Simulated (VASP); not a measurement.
Calculation: HSE06 screened hybrid, VASP's PBE PAW potentials (set 64) (plane waves; VASP 6.6.1).

A VASP calculation is set up with these files.

**KPOINTS**
```
K-points
0
Gamma
 8 8 8
0 0 0
```

### POSCAR
```
TmN
3.402750
  0.0000000000   0.7071067055   0.7071067055
  0.7071067055   0.0000000000   0.7071067055
  0.7071067055   0.7071067055   0.0000000000
Tm N
1 1
Direct
  0.5000000000   0.5000000000   0.5000000000
  0.0000000000   0.0000000000   0.0000000000
```

**INCAR**
```
! general
SYSTEM   = TmN
PREC     = Accurate
ENCUT    = 500
LREAL    = .FALSE.
LASPH    = .TRUE.
ISYM     = 3

! electronic loop
EDIFF    = 1E-6
NELM     = 60
ALGO     = Normal
LMAXMIX  = 6

! smearing
ISMEAR   = 0
SIGMA    = 0.05

! functional
GGA      = PE
LHFCALC  = .TRUE.
AEXX     = 0.25
HFSCREEN = 0.2
PRECFOCK = Fast

! ions
ISIF     = 2

! output
LWAVE    = .FALSE.
LCHARG   = .FALSE.
```

KPOINTS_OPT:
```
named points and PBE's band edges
8
Reciprocal
  0.000000   0.000000   0.000000 1 ! GAMMA
  0.500000   0.000000   0.500000 1 ! X
  0.500000   0.500000   0.500000 1 ! L
  0.500000   0.250000   0.750000 1 ! W
  0.375000   0.375000   0.750000 1 ! K
  0.625000   0.250000   0.625000 1 ! U
  0.035710   0.000000   0.035710 1 ! near an edge
  0.464290   0.000000   0.464290 1 ! near an edge
```

POTCAR, in this order: Tm_3 N (PBE.64 set). Program: vasp_std. Read from the step before: WAVECAR.

Output

OSZICAR:
```
       N       E                     dE             d eps       ncg     rms          rms(c)
DAV:   1    -0.191296599407E+02   -0.19130E+02   -0.49665E-01   938   0.709E+00    0.994E-01
DAV:   2    -0.191314155909E+02   -0.17557E-02   -0.93728E-03   853   0.101E+00    0.757E-01
DAV:   3    -0.191304418155E+02    0.97378E-03   -0.31523E-03  1030   0.511E-01    0.586E-01
DAV:   4    -0.191301094542E+02    0.33236E-03   -0.26140E-04  1017   0.190E-01    0.354E-01
DAV:   5    -0.191299831532E+02    0.12630E-03   -0.14671E-04   792   0.104E-01    0.197E-01
DAV:   6    -0.191299529893E+02    0.30164E-04   -0.28280E-05  1026   0.644E-02    0.113E-01
DAV:   7    -0.191299417300E+02    0.11259E-04   -0.88465E-06  1026   0.338E-02    0.717E-02
DAV:   8    -0.191299389158E+02    0.28142E-05   -0.23432E-06   655   0.185E-02    0.437E-02
DAV:   9    -0.191299373382E+02    0.15776E-05   -0.11736E-06   492   0.120E-02    0.266E-02
DAV:  10    -0.191299373199E+02    0.18369E-07   -0.39946E-07   373   0.755E-03
   1 F= -.19129937E+02 E0= -.19129937E+02  d E =-.320876E-14
       N       E                     dE             ncg
```

OUTCAR:
```
------------------------ aborting loop because EDIFF is reached ----------------------------------------
  FORCE on cell =-STRESS in cart. coord.  units (eV):
  Direction    XX          YY          ZZ          XY          YZ          ZX
  --------------------------------------------------------------------------------------
  Total       -0.6354875     -0.6354875     -0.6354875      0.0000000     -0.0000000     -0.0000000
  in kB      -36.5462323    -36.5462323    -36.5462323      0.0000000     -0.0000000     -0.0000000
  external PRESSURE =     -36.5462323 kB  Pullay stress =       0.0000000 kB
  volume of cell :       27.86
      direct lattice vectors                 reciprocal lattice vectors
     0.000000000  2.406107342  2.406107342    -0.207804528  0.207804528  0.207804528
     2.406107342  0.000000000  2.406107342     0.207804528 -0.207804528  0.207804528
     2.406107342  2.406107342  0.000000000     0.207804528  0.207804528 -0.207804528
 POSITION                                       TOTAL-FORCE (eV/Angst)
 -----------------------------------------------------------------------------------
      2.40611      2.40611      2.40611         0.000000     -0.000000      0.000000
      0.00000      0.00000      0.00000        -0.000000      0.000000     -0.000000
 -----------------------------------------------------------------------------------
    total drift:                               -0.000001     -0.000001     -0.000001
  FREE ENERGIE OF THE ION-ELECTRON SYSTEM (eV)
  ---------------------------------------------------
  free  energy   TOTEN  =       -19.1299373199 eV

  energy  without entropy=      -19.1299373199  energy(sigma->0) =      -19.12993732

  exchange ACFDT corr.  =         0.00000000  see jH, gK, PRB 81, 115126
```
(Selected blocks of OUTCAR.)

File OUTCAR:
```
 val. band max:        3.2007421172   @ k =   0.0000   0.0000   0.0000

 cond. band min:       4.2094781436   @ k =   0.5000   0.5000   0.0000


 Fermi energy:         3.4490593020

 k-point     1 :       0.0000    0.0000    0.0000
  band No.  band energies     occupation
      1     -21.5633      2.00000
      2     -21.5633      2.00000
      3     -21.5633      2.00000
      4     -11.7908      2.00000
      5       3.2007      2.00000
      6       3.2007      2.00000
      7       3.2007      2.00000
      8       7.6983      0.00000
      9       7.6983      0.00000
     10       7.6983      0.00000
     11       8.1041      0.00000

 k-point     2 :       0.1250    0.0000    0.0000
  band No.  band energies     occupation
      1     -21.7388      2.00000
      2     -21.5748      2.00000
      3     -21.5748      2.00000
      4     -11.4724      2.00000
      5       2.0788      2.00000
      6       2.6250      2.00000
      7       2.6250      2.00000
      8       7.7659      0.00000
      9       8.1446      0.00000
     10       8.1446      0.00000
     11       9.1796      0.00000

 k-point     3 :       0.2500    0.0000    0.0000
  band No.  band energies     occupation
      1     -22.1306      2.00000
      2     -21.6023      2.00000
      3     -21.6023      2.00000
      4     -10.7008      2.00000
      5       0.1704      2.00000
      6       1.5907      2.00000
      7       1.5907      2.00000
      8       8.1859      0.00000
      9       9.3033      0.00000
     10       9.3033      0.00000
     11      11.0675      0.00000

 k-point     4 :       0.3750    0.0000    0.0000
  band No.  band energies     occupation
      1     -22.4863      2.00000
      2     -21.6295      2.00000
      3     -21.6295      2.00000
      4      -9.8920      2.00000
      5      -1.3605      2.00000
      6       0.8077      2.00000
      7       0.8077      2.00000
      8       9.3185      0.00000
      9      10.8085      0.00000
...
```

The 4f electrons are frozen in the core of the lanthanide potential, so 4f levels, which can set the real gap, and their magnetism are missing.

The structure comes from a computed database's TmN entry (Fm-3m); how it stands against other phases isn't given here. It was relaxed first.
